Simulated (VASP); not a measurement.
Given:

```
NiO
1.0
    4.14821     2.06946     2.06946
    2.06946     4.14821     2.06946
    2.06946     2.06946     4.14821
Ni O
2 2
Cartesian
  4.13892   6.21767   6.21767
  4.14356   4.14356   4.14356
  2.07178   2.07178   2.07178
  6.21535   6.21535   6.21535
```
Starting moments (μB, in the order of the record's atoms Ni Ni O O): 1.6 -1.6 0.0 0.0.

Level of theory: MS2 meta-GGA, VASP's PBE PAW potentials (set 64) (plane waves; VASP). Numerical set-up: 520 eV cut-off, 10×10×10 Γ-centred mesh, tetrahedra with Blöchl corrections, potentials Ni O.

Tabulate the total density of states (states/eV per cell) against energy (eV; zero at the valence-band maximum or, without a gap, the Fermi level).

(E (eV), DOS (states/eV)): (-9.94, 0.00); (-9.70, 0.00); (-9.46, 0.00); (-9.10, 0.00); (-8.86, 0.00); (-8.62, 0.00); (-8.38, 0.00); (-8.14, 0.00); (-7.78, 0.00); (-7.54, 0.00); (-7.30, 0.44); (-7.06, 0.80); (-6.82, 1.25); (-6.46, 3.49); (-6.22, 3.96); (-5.98, 2.83); (-5.74, 1.42); (-5.50, 0.97); (-5.14, 3.90); (-4.90, 5.62); (-4.66, 6.24); (-4.42, 3.25); (-4.18, 2.80); (-3.82, 3.06); (-3.58, 3.21); (-3.34, 1.54); (-3.10, 0.70); (-2.86, 0.39); (-2.50, 0.56); (-2.26, 1.21); (-2.02, 3.98); (-1.78, 3.67); (-1.42, 16.7); (-1.18, 6.14); (-0.94, 8.44); (-0.70, 13.6); (-0.46, 9.81); (-0.10, 0.60); (0.14, 0.00); (0.38, 0.00); (0.62, 0.00); (0.86, 0.00); (1.22, 0.00); (1.46, 0.00); (1.70, 0.00); (1.94, 0.00); (2.18, 0.00); (2.54, 1.41); (2.78, 4.38); (3.02, 6.59); (3.26, 3.93); (3.50, 0.36); (3.86, 0.06); (4.10, 0.08); (4.34, 0.09); (4.58, 0.11); (4.82, 0.13); (5.18, 0.17); (5.42, 0.20); (5.66, 0.23)
Within 2 eV below the valence-band maximum the largest weight inside VASP's projection spheres is Ni d.

The compound is NiO in the rock salt, AFM-II order structure. It was relaxed first.
